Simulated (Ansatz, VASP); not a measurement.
## Cross-check of ZrB2 between VASP and Ansatz

One calculation is typed for both programs; each brings its own data sets. How far apart do they land? The cell is taken from a series of runs on this material, whose earlier steps may have relaxed, scaled, displaced or heated it; both programs get it as it stands.

Main program and level: Ansatz 0.2.0; plane waves, with VASP 6.6.1 beside it; zone-centre phonons at PBEsol.

## (1) Starting point

Symmetry: P6/mmm, No. 191, hexagonal system. Conventional cell: a = 3.157 Å, b = 3.157 Å, c = 3.507 Å, α = 90.00°, β = 90.00°, γ = 120.00°. Nearest to Zr lie 12 B at 2.53 Å. B has 3 B at 1.82 Å and 6 Zr at 2.53 Å nearest. Farther neighbours are not listed.

## (2) Ansatz: zone-centre phonons, PBEsol

Ansatz runs on norm-conserving files, of PseudoDojo where its log says so.

Second derivatives magnify differences that forces hide, and they need a tight electronic threshold.

Contents of input.yaml:

```yaml
crystal:
  lattice:
    - [3.1571085213, 0.0, 0.0]
    - [-1.5785542606, 2.7341361819, 0.0]
    - [0.0, 0.0, 3.5069975367]
  atoms:
    - { symbol: Zr, position: [0.0, 0.0, 0.0] }
    - { symbol: B, position: [0.3333333333, 0.6666666667, 0.5] }
    - { symbol: B, position: [0.6666666667, 0.3333333333, 0.5] }
kpoints:
  mp_grid: { grid: [18, 18, 14] }
hamiltonian:
  xc: pbesol
  pseudopotentials: { kind: nc, accuracy: standard }
scf:
  occupations: { method: methfessel_paxton, width: 0.2 }
output:
  eigenvalues: true
phonons:
  method: dfpt
```

Command:

```bash
$ ansatz run input.yaml --threads 8 --pin off --max-ram 14336MiB --backend cpu --events-out ev --progress --plain --runs-dir out
```

Numbers of over 12 decimals in the logs are rounded to 6 here.

The log of the run:

```text
zone centre: on kpoints.mp_grid the ground state, and the responses unless they are solved on pairs of k-points, stand on 728 of the mesh's 4536 k-points, reduced under 4 symmetry operations, with k and −k counted as one. Each operation leaves every solved displacement unchanged or reverses it
Engine: ansatz 0.2.0, x86_64-unknown-linux-gnu
Pseudopotentials: kind: nc
Pseudopotential: Zr, nc, valence charge 12, recommended cutoff 897.975746 eV (normal), Zr.nc.azcp (PseudoDojo's, or run here from an input of PseudoDojo's; its table is named by hamiltonian.pseudopotentials.accuracy)
Pseudopotential: B, nc, valence charge 3, recommended cutoff 1034.032677 eV (normal), B.nc.azcp (PseudoDojo's, or run here from an input of PseudoDojo's; its table is named by hamiltonian.pseudopotentials.accuracy)
Functional definition: PBEsol
  exchange = pbesol_x
  correlation = pbesol_c
Crystal: 3 atoms, lattice volume = 30.272 Å³
Basis set: ecut = 1034.032677 eV, 2269 PW (Γ), exchange–correlation on 72×72×80 points (8 copies of the dense FFT grid, shifted against one another)
Bands: 13, of which v1, the nominal top of the filled ones, is band 9 counted from 1 (8 counted from 0)
Symmetry: 24 space group operations
k-points: 728 of 4536 (irreducible under 4 space group operations, time reversal used)
Non-local potential: Zr, projectors of the file, l = 0: 2, l = 1: 2, l = 2: 2
Non-local potential: B, projectors of the file, l = 0: 2, l = 1: 2
Initial density: superposition of atomic densities (chi_scale 0.1, normalization cell, long waves kept (reshape's long-wave potential 0.00 eV rms))
Initial wavefunctions: pseudopotential atomic-orbital guess
Functional: x = pbesol(κ = 0.804, μ = 0.123457), c = pbesol(β = 0.046)
SCF iter   1: F=—  HF=-1540.435206 eV  |F-HF|=—  |Δ(HF+E_count)|=         —  Δρ=5.68e-2  dr2=1.80e0  ethr=3.10e-3  ⟨swp⟩=6.1  Hψ=55687  notcnv=0
preconditioner: auto → none  [metal: Δε(μ)=0.010 eV  Ē_g=17.072 eV  σ=0.200 eV  W_gap=0.04  n_scr=8 (ndim 8)  ℏωp=27.0 eV  f_vac=0.000  D(μ)=0.42/eV (n_scr^D=0)  sad-step TF]
SCF iter   2: F=—  HF=-1540.000444 eV  |F-HF|=—  |Δ(HF+E_count)|=   4.35e-1  S|Δr|=    0.00e0  Δρ=2.84e-2  dr2=4.19e-1  ethr=3.10e-3  ⟨swp⟩=2.2  Hψ=18420  notcnv=0
SCF iter   3: F=—  HF=-1539.874313 eV  |F-HF|=—  |Δ(HF+E_count)|=   1.26e-1  S|Δr|=    0.00e0  Δρ=2.25e-3  dr2=1.14e-3  ethr=2.33e-3  ⟨swp⟩=2.1  Hψ=16261  notcnv=0
SCF iter   4: F=—  HF=-1539.874273 eV  |F-HF|=—  |Δ(HF+E_count)|=   4.07e-5  S|Δr|=    0.00e0  Δρ=4.84e-4  dr2=6.14e-5  ethr=6.32e-6  ⟨swp⟩=2.5  Hψ=21252  notcnv=0
SCF iter   5: F=—  HF=-1539.874259 eV  |F-HF|=—  |Δ(HF+E_count)|=   1.42e-5  S|Δr|=    0.00e0  Δρ=8.26e-5  dr2=1.04e-6  ethr=3.41e-7  ⟨swp⟩=2.0  Hψ=14035  notcnv=0
SCF iter   6: F=—  HF=-1539.874258 eV  |F-HF|=—  |Δ(HF+E_count)|=   6.58e-7  S|Δr|=    0.00e0  Δρ=9.41e-6  dr2=1.98e-8  ethr=5.78e-9  ⟨swp⟩=2.3  Hψ=15904  notcnv=0
SCF iter   7: F=—  HF=-1539.874258 eV  |F-HF|=—  |Δ(HF+E_count)|=  2.01e-10  S|Δr|=    0.00e0  Δρ=1.53e-6  dr2=3.31e-10  ethr=1.10e-10  ⟨swp⟩=2.6  Hψ=15134  notcnv=0
SCF iter   8: F=—  HF=-1539.874258 eV  |F-HF|=—  |Δ(HF+E_count)|=  3.55e-11  S|Δr|=    0.00e0  Δρ=2.57e-7  dr2=1.15e-11  ethr=1.00e-12  ⟨swp⟩=9.7  Hψ=64713  notcnv=0
SCF iter   9: F=-1539.874258 eV  HF=-1539.874258 eV  |F-HF|=2.27e-13  |Δ(HF+E_count)|=  2.27e-12  S|Δr|=    0.00e0  Δρ=3.66e-8  dr2=1.33e-13  ethr=1.00e-12  ⟨swp⟩=6.3  Hψ=41985  notcnv=0
SCF 1 converged in 9 iterations: F = -1539.874258 eV  dr2 = 1.33e-13
DFPT response loops at Γ: preconditioner auto → Kerker (q_TF=auto, 2.502 Å⁻¹) (partly filled bands, converged f_vac=0.000); β = 1.00, the filter's whole step (`scf.mixing.beta` (0.50) is not read by the response loops under this deck's `scf.mixing.preconditioner`; to damp them name `kerker` or `kerker_dos`, under which they read `scf.mixing.beta`, and type it under 1.00, their step now; both keys bind the ground state too); Broyden in place of MSR1
SCF converged after 9 iterations
Stability not checked: this state was not tested for a lower state beside it, because cold or Methfessel-Paxton smearing, or corrected tetrahedra, fill the levels in a way that the test cannot read (fill_not_monotonic; see scf.lower_state_search)
Free energy (F): -1539.874258 eV
Harris-Foulkes:  -1539.874258 eV  (|F-HF|=2.27e-13)
Internal energy: -1539.873825 eV  (E = F + TS)
E sigma→0 (E₀):  -1539.874150 eV
Entropy (-TS):   -0.000433 eV (-0.144 meV/atom)
Fermi energy:    16.092379 eV
--- Per-component energies (eV) ---
  E_band       = -20.159611
  E_kinetic    = 506.219785
  E_local      = -696.850944  (includes V_loc(G=0)·N_el)
  E_nonlocal   = 145.754762
  E_hartree    = 166.563497
  E_xc         = -340.521257
  E_vxc        = -308.410216  (∫ρ·V_xc dr)
  E_ewald      = -1321.039669
  E_smearing   = -0.000433  (= −TS)
  E_closure    = -0.000000  (closes the sum)
  Σ components = -1539.874258   (vs F -1539.874258, Δ=0.00e0)
--- Band table (eV; the first three rows and the last of 728) ---
  k-point 0: bands = [... 5 lower, 13.3541, 13.3541, 13.3863, 13.7432, 19.4913, 19.4913, 20.3321, 20.3321]
  k-point 1: bands = [... 5 lower, 12.7860, 13.4035, 13.4035, 14.3188, 19.0407, 19.0407, 20.1669, 20.1669]
  k-point 2: bands = [... 5 lower, 12.0114, 13.5504, 13.5504, 15.0333, 18.2979, 18.2979, 19.7169, 19.7169]
  k-point 727: bands = [... 5 lower, 8.7065, 11.2904, 12.6919, 13.3605, 19.7478, 21.1405, 21.4044, 22.4190]
--- Phonons (Γ-DFPT): 4 representative perturbations + reference, on 728 of 4536 k-points (Σ response iterations 12) ---
  k mesh reduced under 4 symmetry operations, with k and −k counted as one. Each operation leaves every solved displacement unchanged or reverses it
  ASR residual: 8.223e-5 → 0.000e0 eV/Å²; symmetrization residual: 4.312e-7 eV/Å²
  ASR residual per site (eV/Å²): 8.22e-5 9.54e-6 9.54e-6
  Γ frequencies (cm⁻¹): 0.00 0.00 0.00 461.46 461.46 482.66 560.11 786.55 786.55
  non-analytic LO–TO correction: not included (Born effective charges unavailable; polar crystals: no LO–TO splitting at Γ)
```

## (3) VASP: zone-centre phonons, PBEsol

The same cell, functional, mesh and smearing now go to VASP, with its own data sets.

Lines of VASP's logs that name or quote its potential files are left out, and so is its time.

Contents of INCAR:

```
SYSTEM = ZrB2
PREC = Accurate
ENCUT = 500
EDIFF = 1E-08
NELM = 120
ISMEAR = 1
SIGMA = 0.2
LREAL = .FALSE.
ALGO = Normal
GGA = PS
NBANDS = 15
LASPH = .TRUE.
LORBIT = 11
LWAVE = .FALSE.
LCHARG = .FALSE.
ISIF = 2
IBRION = 8
GGA_COMPAT = .FALSE.
KPAR = 2
```

Contents of POSCAR:

```
ZrB2
1.0
    3.1571085213      0.0000000000      0.0000000000
   -1.5785542606      2.7341361819      0.0000000000
    0.0000000000      0.0000000000      3.5069975367
Zr B
1 2
Direct
    0.0000000000      0.0000000000      0.0000000000
    0.3333333333      0.6666666667      0.5000000000
    0.6666666667      0.3333333333      0.5000000000
```

Contents of KPOINTS:

```
Automatic mesh
0
Gamma
18 18 14
0 0 0
```

The projector-augmented-wave data sets are Zr_sv and B (PBE family, release 64).

Command:

```bash
$ mpirun -np 2 vasp_std
```

The log of the run:

```text
[banner, memory and clock lines left out]
running    2 mpi-ranks, on    1 nodes
 distrk:  each k-point on    1 cores,    2 groups
 distr:  one band on    1 cores,    1 groups

 POSCAR found type information on POSCAR ZrB
 POSCAR found :  2 types and       3 ions
|                                                                             |
|               ----> ADVICE to this user running VASP <----                  |
|                                                                             |
|     You enforced a specific xc type in the INCAR file but a different       |
|     [... a line on the potential file left out ...]
|     I HOPE YOU KNOW WHAT YOU ARE DOING!                                     |
|                                                                             |

 LDA part: xc-table for (Slater+PW92), standard interpolation
 POSCAR, INCAR and KPOINTS ok, starting setup
 FFT: planning ... GRIDC
 FFT: planning ... GRID_SOFT
 FFT: planning ... GRID
 WAVECAR not read
 entering main loop
       N       E                     dE             d eps       ncg     rms          rms(c)
DAV:   1     0.998137091035E+02    0.99814E+02   -0.95078E+03  8888   0.116E+03
DAV:   2    -0.246968509602E+02   -0.12451E+03   -0.11987E+03 11093   0.300E+02
DAV:   3    -0.288913928807E+02   -0.41945E+01   -0.41742E+01 14306   0.475E+01
DAV:   4    -0.289642571873E+02   -0.72864E-01   -0.72850E-01 10237   0.569E+00
DAV:   5    -0.289658794308E+02   -0.16222E-02   -0.16222E-02 13817   0.604E-01    0.230E+01
DAV:   6    -0.264523152973E+02    0.25136E+01   -0.58332E+00 11166   0.169E+01    0.953E+00
DAV:   7    -0.264050874823E+02    0.47228E-01   -0.69704E-01 13089   0.532E+00    0.336E+00
DAV:   8    -0.264051951221E+02   -0.10764E-03   -0.99830E-02 10729   0.270E+00    0.514E-01
DAV:   9    -0.264014508358E+02    0.37443E-02   -0.19923E-02 11182   0.110E+00    0.191E-01
DAV:  10    -0.264011705946E+02    0.28024E-03   -0.13222E-03 10401   0.349E-01    0.403E-02
DAV:  11    -0.264011746390E+02   -0.40444E-05   -0.65088E-05 12619   0.752E-02    0.119E-02
DAV:  12    -0.264011729148E+02    0.17242E-05   -0.30744E-06 11577   0.123E-02    0.510E-03
DAV:  13    -0.264011727627E+02    0.15216E-06   -0.51224E-07 12974   0.576E-03    0.197E-03
DAV:  14    -0.264011726995E+02    0.63186E-07   -0.35926E-08  9648   0.192E-03    0.422E-04
DAV:  15    -0.264011726717E+02    0.27750E-07   -0.34911E-09  5336   0.523E-04    0.126E-04
DAV:  16    -0.264011726660E+02    0.57048E-08   -0.10027E-09  4832   0.262E-04
   1 F= -.26401173E+02 E0= -.26401026E+02  d E =-.438835E-03
 Linear response reoptimize wavefunctions to high precision
DAV:   1    -0.264011726654E+02    0.60072E-09   -0.29863E-10  6421   0.119E-04
DAV:   2    -0.264011726654E+02   -0.20009E-10   -0.11008E-10  4692   0.572E-05
 Linear response DOF=           4
 Linear response progress:
  Degree of freedom:   1/  4
       N       E                     dE             d eps       ncg     rms          rms(c)
RMM:   1    -0.684459006251E+00   -0.68446E+00    0.29915E+00 25180   0.150E+01
RMM:   2    -0.628593919863E+00    0.55865E-01   -0.18760E-01 34683   0.282E+00    0.177E-01
RMM:   3    -0.629865801486E+00   -0.12719E-02   -0.32236E-02 41863   0.866E-01    0.563E-02
RMM:   4    -0.631431182022E+00   -0.15654E-02   -0.56046E-03 51575   0.304E-01    0.308E-02
RMM:   5    -0.631917780721E+00   -0.48660E-03   -0.99341E-04 51650   0.117E-01    0.185E-02
RMM:   6    -0.631895806968E+00    0.21974E-04   -0.14164E-04 51743   0.518E-02    0.397E-03
RMM:   7    -0.631873848474E+00    0.21958E-04   -0.42939E-05 53687   0.247E-02    0.376E-03
RMM:   8    -0.631864360501E+00    0.94880E-05    0.28664E-06 54038   0.136E-02    0.907E-04
RMM:   9    -0.631869567779E+00   -0.52073E-05   -0.57468E-06 55170   0.792E-03    0.177E-04
RMM:  10    -0.631871124117E+00   -0.15563E-05   -0.57857E-06 56320   0.506E-03    0.117E-04
RMM:  11    -0.631871658776E+00   -0.53466E-06   -0.45755E-06 57342   0.354E-03    0.158E-04
RMM:  12    -0.631867843897E+00    0.38149E-05   -0.35647E-06 53835   0.274E-03    0.215E-04
RMM:  13    -0.631870988169E+00   -0.31443E-05   -0.27284E-06 51463   0.219E-03    0.139E-04
RMM:  14    -0.631875196062E+00   -0.42079E-05   -0.22884E-06 52323   0.178E-03    0.837E-05
[...]
RMM:  27    -0.631882030720E+00   -0.30075E-07   -0.35465E-07 51734   0.266E-04    0.141E-05
RMM:  28    -0.631882028341E+00    0.23795E-08   -0.31943E-07 38796   0.239E-04    0.185E-05
RMM:  29    -0.631882050925E+00   -0.22584E-07   -0.28993E-07 39125   0.216E-04    0.218E-05
RMM:  30    -0.631882055596E+00   -0.46702E-08   -0.26354E-07 32632   0.196E-04    0.252E-05
RMM:  31    -0.631882077933E+00   -0.22337E-07   -0.23838E-07 39264   0.178E-04    0.277E-05
RMM:  32    -0.631882113550E+00   -0.35618E-07   -0.21845E-07 43605   0.163E-04    0.294E-05
RMM:  33    -0.631882164266E+00   -0.50715E-07   -0.19910E-07 47101   0.149E-04    0.304E-05
RMM:  34    -0.631882186292E+00   -0.22027E-07   -0.18230E-07 35260   0.135E-04    0.320E-05
 first order change of Fermi-energy   0.46428E-04
 force on displaced ion       1 direction 1 : -13.692  -0.000   0.000
 Linear response progress:
  Degree of freedom:   2/  4
       N       E                     dE             d eps       ncg     rms          rms(c)
RMM:   1    -0.759186697228E+00   -0.75919E+00    0.26829E+00 10312   0.148E+01
RMM:   2    -0.702662981454E+00    0.56524E-01   -0.16345E-01 13819   0.269E+00    0.200E-01
RMM:   3    -0.705830488215E+00   -0.31675E-02   -0.35984E-02 16272   0.811E-01    0.636E-02
RMM:   4    -0.708167946271E+00   -0.23375E-02   -0.66227E-03 19056   0.284E-01    0.368E-02
RMM:   5    -0.708465744577E+00   -0.29780E-03   -0.11622E-03 20062   0.106E-01    0.257E-02
RMM:   6    -0.708287338353E+00    0.17841E-03   -0.12499E-04 19829   0.502E-02    0.695E-03
RMM:   7    -0.708344578653E+00   -0.57240E-04   -0.36402E-05 20703   0.218E-02    0.184E-03
RMM:   8    -0.708349833172E+00   -0.52545E-05   -0.17089E-05 21049   0.110E-02    0.818E-04
RMM:   9    -0.708353547844E+00   -0.37147E-05   -0.12299E-05 21675   0.656E-03    0.676E-04
RMM:  10    -0.708354634086E+00   -0.10862E-05   -0.74994E-06 21342   0.449E-03    0.655E-05
RMM:  11    -0.708355645873E+00   -0.10118E-05   -0.67297E-06 22263   0.311E-03    0.317E-05
RMM:  12    -0.708356083095E+00   -0.43722E-06   -0.46113E-06 22123   0.232E-03    0.656E-05
RMM:  13    -0.708354910278E+00    0.11728E-05   -0.38504E-06 20690   0.182E-03    0.154E-04
RMM:  14    -0.708357043449E+00   -0.21332E-05   -0.24934E-06 20029   0.148E-03    0.447E-05
[...]
RMM:  29    -0.708361826351E+00   -0.34130E-06   -0.13869E-07 22759   0.112E-04    0.393E-06
RMM:  30    -0.708362054259E+00   -0.22791E-06   -0.76193E-08 22482   0.947E-05    0.973E-07
RMM:  31    -0.708361977727E+00    0.76532E-07   -0.96217E-08 18408   0.759E-05    0.275E-06
RMM:  32    -0.708361996884E+00   -0.19157E-07   -0.55512E-08 16534   0.637E-05    0.241E-06
RMM:  33    -0.708362076386E+00   -0.79502E-07   -0.68659E-08 19516   0.575E-05    0.820E-07
RMM:  34    -0.708362105401E+00   -0.29015E-07   -0.39651E-08 18560   0.488E-05    0.651E-07
RMM:  35    -0.708362127993E+00   -0.22592E-07   -0.49100E-08 15672   0.423E-05    0.618E-07
RMM:  36    -0.708362139356E+00   -0.11364E-07   -0.30017E-08 14194   0.370E-05    0.725E-07
 first order change of Fermi-energy   0.22812E-03
 force on displaced ion       1 direction 3 :   0.000   0.000 -14.950
 Linear response progress:
  Degree of freedom:   3/  4
       N       E                     dE             d eps       ncg     rms          rms(c)
RMM:   1    -0.475920352776E-01   -0.47592E-01   -0.23179E-02 95864   0.104E+00
RMM:   2    -0.426357571067E-01    0.49563E-02   -0.22972E-03 78389   0.250E-01    0.141E-01
RMM:   3    -0.425896574457E-01    0.46100E-04   -0.65887E-04 74870   0.124E-01    0.704E-02
RMM:   4    -0.430453129247E-01   -0.45566E-03   -0.41138E-04 73266   0.973E-02    0.830E-03
RMM:   5    -0.430496919278E-01   -0.43790E-05   -0.50952E-05 87803   0.278E-02    0.227E-03
RMM:   6    -0.430505003210E-01   -0.80839E-06   -0.97224E-06 93650   0.988E-03    0.119E-03
RMM:   7    -0.430471717154E-01    0.33286E-05   -0.18788E-06 93482   0.460E-03    0.282E-04
RMM:   8    -0.430489337935E-01   -0.17621E-05   -0.31739E-07 97535   0.210E-03    0.148E-04
RMM:   9    -0.430484826221E-01    0.45117E-06    0.20606E-07 98615   0.973E-04    0.328E-05
RMM:  10    -0.430486604486E-01   -0.17783E-06   -0.45059E-08 98010   0.473E-04    0.242E-05
RMM:  11    -0.430485358626E-01    0.12459E-06    0.33465E-08 98482   0.236E-04    0.789E-06
RMM:  12    -0.430485310912E-01    0.47714E-08   -0.19368E-08 99792   0.120E-04    0.542E-06
 first order change of Fermi-energy   0.18611E-04
 force on displaced ion       2 direction 1 : -15.647  -0.001   0.000
 Linear response progress:
  Degree of freedom:   4/  4
       N       E                     dE             d eps       ncg     rms          rms(c)
RMM:   1    -0.470122197580E-01   -0.47012E-01   -0.24415E-03 32695   0.110E+00
RMM:   2    -0.443671179320E-01    0.26451E-02   -0.18753E-03 26347   0.244E-01    0.116E-01
RMM:   3    -0.443306187401E-01    0.36499E-04   -0.87351E-04 25747   0.140E-01    0.539E-02
RMM:   4    -0.447054471570E-01   -0.37483E-03   -0.33738E-04 27208   0.890E-02    0.120E-02
RMM:   5    -0.447718647543E-01   -0.66418E-04   -0.53790E-05 29794   0.336E-02    0.384E-03
RMM:   6    -0.447823415786E-01   -0.10477E-04   -0.12210E-05 31315   0.132E-02    0.792E-04
RMM:   7    -0.447755100944E-01    0.68315E-05   -0.20485E-06 32058   0.571E-03    0.252E-04
RMM:   8    -0.447762914600E-01   -0.78137E-06   -0.15829E-06 31909   0.274E-03    0.134E-04
RMM:   9    -0.447754175146E-01    0.87395E-06   -0.11922E-06 31835   0.140E-03    0.968E-05
RMM:  10    -0.447759290927E-01   -0.51158E-06   -0.64514E-07 32239   0.759E-04    0.986E-06
RMM:  11    -0.447759329565E-01   -0.38638E-08   -0.40320E-07 34350   0.373E-04    0.136E-05
RMM:  12    -0.447759292784E-01    0.36781E-08   -0.17363E-07 33915   0.182E-04    0.943E-06
RMM:  13    -0.447759122058E-01    0.17073E-07   -0.10293E-07 32840   0.979E-05    0.595E-06
RMM:  14    -0.447759313322E-01   -0.19126E-07   -0.44810E-08 33868   0.508E-05    0.248E-06
RMM:  15    -0.447759366045E-01   -0.52723E-08   -0.21366E-08 33140   0.269E-05    0.199E-06
 first order change of Fermi-energy  -0.10401E-03
 force on displaced ion       2 direction 3 :   0.000  -0.000  -9.965
 Linear response finished
```

[end of part 1 of 2]

[Lines on the potential files, build, host, timing and source positions are cut from VASP's logs without a mark.]

[Logs are printed without paths, hosts, clocks, repeated set-up lines and the standing remarks that a program may print on its own settings, such as how far it seeks lower states.]

[Hosts, paths, dates, database ids (printed as entryN), source tags and the programs' standing remarks are cut or masked in the printed files.]
